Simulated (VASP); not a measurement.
Consider the following.

```
SnO
1.0
    3.79737     0.00000     0.00000
    0.00000     3.79737     0.00000
    0.00000     0.00000     4.73894
Sn O
2 2
Cartesian
  1.89868   0.00000   3.59005
  0.00000   1.89868   1.14889
  1.89868   1.89868   0.00000
  0.00000   0.00000   0.00000
```

The numbers are results of optB86b-vdW, VASP's PBE PAW potentials (set 64) (plane waves; VASP 6.6.1), not measurements. Settings: 520 eV cut-off, 6×6×5 Γ-centred mesh, Gaussian smearing of 0.050 eV, potentials Sn_d O.

Question: The ions and cell shape at fixed volume are relaxed. Which structure does the run end with?

Answer: 
```
SnO
1.0
    3.81866     0.00000     0.00000
    0.00000     3.81866     0.00000
    0.00000     0.00000     4.68624
Sn O
2 2
Direct
  0.50000   0.00000   0.75185
  0.00000   0.50000   0.24815
  0.50000   0.50000   0.00000
  0.00000   0.00000   0.00000
```
Space group P4/nmm (129), at a tolerance of 0.03 Å.

Question: How much energy does the relaxation gain?

Answer: The energy (σ→0) changes by -3.3 meV/atom, in 5 ionic steps.

```tsv
step	E(σ→0) (eV)	max force (eV/Å)	pressure (GPa)	volume (Å³)
1	-13.4671	0.429	3.14	68.34
2	-13.4780	0.066	1.67	68.34
3	-13.4784	0.023	1.35	68.34
4	-13.4796	0.009	1.25	68.34
5	-13.4801	0.005	1.13	68.34
```

The compound is SnO in the litharge structure. This cell is one point of a volume scan, at 0.97 of the reference volume. Symmetry was kept, so distortions that lower it aren't found.
